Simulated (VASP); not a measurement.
Method: r2SCAN meta-GGA, VASP's PBE PAW potentials (set 64) (plane waves; VASP).

VASP input:

### KPOINTS_OPT
```
k-points along high-symmetry lines
10
Line-mode
Reciprocal
  0.000000   0.000000   0.000000 ! GAMMA
  0.500000   0.000000   0.500000 ! X

  0.500000   0.000000   0.500000 ! X
  0.625000   0.250000   0.625000 ! U

  0.375000   0.375000   0.750000 ! K
  0.000000   0.000000   0.000000 ! GAMMA

  0.000000   0.000000   0.000000 ! GAMMA
  0.500000   0.500000   0.500000 ! L

  0.500000   0.500000   0.500000 ! L
  0.500000   0.250000   0.750000 ! W

  0.500000   0.250000   0.750000 ! W
  0.500000   0.000000   0.500000 ! X
```

### POSCAR
```
TaN
1
    0.0000000000     2.2019539204     2.2019539204
    2.2019539204     0.0000000000     2.2019539204
    2.2019539204     2.2019539204     0.0000000000
N Ta
1 1
Direct
  0.0000000000   0.0000000000   0.0000000000
  0.5000000000   0.5000000000   0.5000000000
```

INCAR:
```
ALGO  =  Normal
EDIFF  =  1E-7
ENCUT  =  520
ISIF  =  2
ISMEAR  =  -5
LASPH  =  .TRUE.
LCHARG  =  .FALSE.
LMAXMIX  =  6
LMIXTAU  =  .TRUE.
LORBIT  =  11
LREAL  =  .FALSE.
LWAVE  =  .FALSE.
METAGGA  =  R2SCAN
NEDOS  =  601
NELM  =  100
PREC  =  Accurate
SYSTEM  =  TaN
```

**KPOINTS**
```
Automatic mesh
0
Gamma
16 16 16
0 0 0
```

POTCAR, in this order: N Ta_pv (PBE.64 set). Program: vasp_std.

Output

OUTCAR:
```
 ion  position               nearest neighbor table
   1  0.000  0.000  0.000-   2 2.20   2 2.20   2 2.20   2 2.20   2 2.20   2 2.20
   2  0.500  0.500  0.500-   1 2.20   1 2.20   1 2.20   1 2.20   1 2.20   1 2.20
  LATTYP: Found a face centered cubic cell.
 ALAT       =     4.4039078408
 Subroutine PRICEL returns:
 Original cell was already a primitive cell.
 Subroutine GETGRP returns: Found 48 space group operations
The static configuration has the point symmetry O_h .
The dynamic configuration has the point symmetry O_h .
 Subroutine INISYM returns: Found 48 space group operations
 Subroutine IBZKPT returns following result:
 Found    145 irreducible k-points:

 Following reciprocal coordinates:
            Coordinates               Weight
  0.000000  0.000000  0.000000      1.000000
  0.062500  0.000000  0.000000      8.000000
  0.125000  0.000000  0.000000      8.000000
  0.187500  0.000000  0.000000      8.000000
  0.250000  0.000000  0.000000      8.000000
  0.312500  0.000000  0.000000      8.000000
  0.375000  0.000000  0.000000      8.000000
  0.437500  0.000000  0.000000      8.000000
  0.500000  0.000000  0.000000      4.000000
  0.062500  0.062500  0.000000      6.000000
  0.125000  0.062500  0.000000     24.000000
  0.187500  0.062500  0.000000     24.000000
  0.250000  0.062500  0.000000     24.000000
  0.312500  0.062500  0.000000     24.000000
  0.375000  0.062500  0.000000     24.000000
  0.437500  0.062500  0.000000     24.000000
  0.500000  0.062500  0.000000     24.000000
 -0.437500  0.062500  0.000000     24.000000
 -0.375000  0.062500  0.000000     24.000000
 -0.312500  0.062500  0.000000     24.000000
 -0.250000  0.062500  0.000000     24.000000
 -0.187500  0.062500  0.000000     24.000000
 -0.125000  0.062500  0.000000     24.000000
 -0.062500  0.062500  0.000000     12.000000
...
```

### OSZICAR
```
       N       E                     dE             d eps       ncg     rms          rms(c)
DAV:   1     0.500586214045E+02    0.50059E+02   -0.96151E+03  3480   0.146E+03
DAV:   2    -0.632951752417E+02   -0.11335E+03   -0.10757E+03  3972   0.349E+02
DAV:   3    -0.671201154024E+02   -0.38249E+01   -0.37327E+01  4484   0.582E+01
DAV:   4    -0.671819464624E+02   -0.61831E-01   -0.60506E-01  3848   0.614E+00
DAV:   5    -0.671828455551E+02   -0.89909E-03   -0.89898E-03  4508   0.599E-01    0.252E+01
DAV:   6    -0.589557293078E+02    0.82271E+01   -0.98027E+00  4088   0.350E+01    0.972E+00
DAV:   7    -0.597392642883E+02   -0.78353E+00   -0.49024E-01  3796   0.721E+00    0.629E+00
DAV:   8    -0.584956613676E+02    0.12436E+01   -0.63648E-01  4312   0.850E+00    0.162E+00
DAV:   9    -0.596454011955E+02   -0.11497E+01   -0.24947E-01  3984   0.538E+00    0.133E+00
DAV:  10    -0.596379317831E+02    0.74694E-02   -0.82407E-03  4048   0.768E-01    0.103E+00
DAV:  11    -0.596289084687E+02    0.90233E-02   -0.58088E-03  3972   0.752E-01    0.660E-01
DAV:  12    -0.596260242695E+02    0.28842E-02   -0.34754E-02  4084   0.141E+00    0.849E-02
DAV:  13    -0.596258805017E+02    0.14377E-03   -0.11940E-03  3568   0.390E-01    0.896E-02
DAV:  14    -0.596260677972E+02   -0.18730E-03   -0.19841E-04  4120   0.158E-01    0.647E-02
DAV:  15    -0.596260773828E+02   -0.95856E-05   -0.83186E-05  3544   0.107E-01    0.443E-02
DAV:  16    -0.596260254367E+02    0.51946E-04   -0.12569E-04  4132   0.945E-02    0.143E-02
DAV:  17    -0.596260086934E+02    0.16743E-04   -0.11079E-05  4196   0.300E-02    0.106E-02
DAV:  18    -0.596260065410E+02    0.21524E-05   -0.66950E-07  4208   0.877E-03    0.528E-03
DAV:  19    -0.596260027026E+02    0.38384E-05   -0.44652E-07  3828   0.572E-03    0.166E-03
DAV:  20    -0.596260011964E+02    0.15061E-05   -0.77354E-08  1868   0.253E-03    0.135E-03
DAV:  21    -0.596260005710E+02    0.62542E-06   -0.73546E-08  1780   0.316E-03    0.323E-04
DAV:  22    -0.596260010446E+02   -0.47358E-06   -0.76191E-09  1780   0.129E-03    0.159E-04
DAV:  23    -0.596260008431E+02    0.20152E-06   -0.10632E-09  1748   0.374E-04    0.239E-04
DAV:  24    -0.596260008378E+02    0.52446E-08   -0.55379E-10  1752   0.241E-04
   1 F= -.59626001E+02 E0= -.59626001E+02  d E =0.000000E+00
       N       E                     dE             ncg
```

OUTCAR:
```
------------------------ aborting loop because EDIFF is reached ----------------------------------------
  FORCE on cell =-STRESS in cart. coord.  units (eV):
  Direction    XX          YY          ZZ          XY          YZ          ZX
  --------------------------------------------------------------------------------------
  Total        0.0078257      0.0078257      0.0078257     -0.0000000     -0.0000000      0.0000000
  in kB        0.5871917      0.5871917      0.5871917     -0.0000000     -0.0000000      0.0000000
  external PRESSURE =       0.5871917 kB  Pullay stress =       0.0000000 kB
  volume of cell :       21.35
      direct lattice vectors                 reciprocal lattice vectors
     0.000000000  2.201953920  2.201953920    -0.227071055  0.227071055  0.227071055
     2.201953920  0.000000000  2.201953920     0.227071055 -0.227071055  0.227071055
     2.201953920  2.201953920  0.000000000     0.227071055  0.227071055 -0.227071055
 POSITION                                       TOTAL-FORCE (eV/Angst)
 -----------------------------------------------------------------------------------
      0.00000      0.00000      0.00000         0.000000      0.000000      0.000000
      2.20195      2.20195      2.20195         0.000000      0.000000      0.000000
 -----------------------------------------------------------------------------------
    total drift:                                0.000000     -0.000000     -0.000000
  FREE ENERGIE OF THE ION-ELECTRON SYSTEM (eV)
  ---------------------------------------------------
  free  energy   TOTEN  =       -59.6260008378 eV

  energy  without entropy=      -59.6260008378  energy(sigma->0) =      -59.62600084

 total charge

# of ion       s       p       d       tot
------------------------------------------
    1        1.240   2.562   0.000   3.802
    2        0.275   6.218   2.450   8.943
--------------------------------------------------
tot          1.515   8.780   2.450  12.745
```
(Selected blocks of OUTCAR.)

For a metal the tetrahedron method with Blöchl corrections gives inexact stress and forces.

The structure was generated: TaN was put into the rocksalt type (Fm-3m), which need not be its known phase. It was relaxed first, which changed the volume by +13 %.
